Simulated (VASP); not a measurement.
Input:

```
Mg3Pr
1.0
    0.00000     3.71002     3.71002
    3.71002     0.00000     3.71002
    3.71002     3.71002     0.00000
Pr Mg
1 3
Direct
  0.00000   0.00000   0.00000
  0.50000   0.50000   0.50000
  0.75000   0.75000   0.75000
  0.25000   0.25000   0.25000
```

These are r2SCAN meta-GGA, VASP's PBE PAW potentials (set 64) (plane waves; VASP) values and carry that method's errors. Numerical set-up: 480 eV cut-off, 8×8×8 Γ-centred mesh, first-order Methfessel-Paxton smearing of 0.10 eV, potentials Pr_3 Mg.

The 4f electrons are frozen in the core of the lanthanide potential, so 4f levels, which can set the real gap, and their magnetism are missing.

Each relaxation starts from this cell; other phases were not tried.

The cell is relaxed at 2 GPa. What happens?

The volume per atom goes from 25.53 to 24.42 Å³ (-4.4 %), and the cell becomes a = 7.310 Å, b = 7.310 Å, c = 7.310 Å, α = 90.00°, β = 90.00°, γ = 90.00°, space group Fm-3m.

The cell is relaxed at 10 GPa. What happens?

The volume per atom goes from 25.53 to 21.35 Å³ (-16.4 %), and the cell becomes a = 6.9906 Å, b = 6.9906 Å, c = 6.9906 Å, α = 90.00°, β = 90.00°, γ = 90.00°, space group Fm-3m.

Failed runs are left out, and for metals the shear rows, which the mesh's noise covers.

The structure comes from a computed database's PrMg3 entry (Fm-3m); how it stands against other phases isn't given here. The electron count is odd and the run is not spin-polarised, which forces a metal.
